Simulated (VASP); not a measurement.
Here is the system:

```
Tc
1.0
    4.38819     0.00000     0.00000
    0.00000     2.73473     0.00000
    0.00000     0.00000    24.44453
Tc
8
Direct
  0.25000   0.50000   0.37082
  0.75000   0.00000   0.33852
  0.25000   0.00000   0.46770
  0.75000   0.50000   0.43541
  0.25000   0.50000   0.56459
  0.75000   0.00000   0.53230
  0.25000   0.00000   0.66148
  0.75000   0.50000   0.62918
```

These are r2SCAN meta-GGA, VASP's PBE PAW potentials (set 64) (plane waves; VASP) values and carry that method's errors. Run with PREC = Normal, EDIFF = 1E-5, 400 eV cut-off, 6×10×1 Γ-centred mesh, first-order Methfessel-Paxton smearing of 0.10 eV, potentials Tc_pv.

The ions are relaxed. Predict the relaxed structure.

```
Tc
1.0
    4.38819     0.00000     0.00000
    0.00000     2.73473     0.00000
    0.00000     0.00000    24.44453
Tc
8
Direct
  0.25000   0.50000   0.37192
  0.75000   0.00000   0.34316
  0.25000   0.00000   0.46637
  0.75000   0.50000   0.43493
  0.25000   0.50000   0.56507
  0.75000   0.00000   0.53363
  0.25000   0.00000   0.65684
  0.75000   0.50000   0.62808
```

How much energy does the relaxation gain?

The energy (σ→0) changes by -17.8 meV/atom, in 9 ionic steps.

| step | E(σ→0) (eV) | max force (eV/Å) | pressure (GPa) | volume (Å³) |
|---|---|---|---|---|
| 1 | -203.4908 | 0.993 | -4.64 | 293.35 |
| 2 | -203.6094 | 0.328 | -3.64 | 293.35 |
| 3 | -203.6124 | 0.206 | -3.38 | 293.35 |
| 4 | -203.6123 | 0.207 | -3.35 | 293.35 |
| 5 | -203.6200 | 0.172 | -3.12 | 293.35 |
| 6 | -203.6319 | 0.063 | -2.51 | 293.35 |
| 7 | -203.6331 | 0.050 | -2.25 | 293.35 |
| 8 | -203.6332 | 0.049 | -2.28 | 293.35 |
| 9 | -203.6335 | 0.014 | -2.30 | 293.35 |

The cell is a thin slab with vacuum, built from Tc (hcp): (100) face.
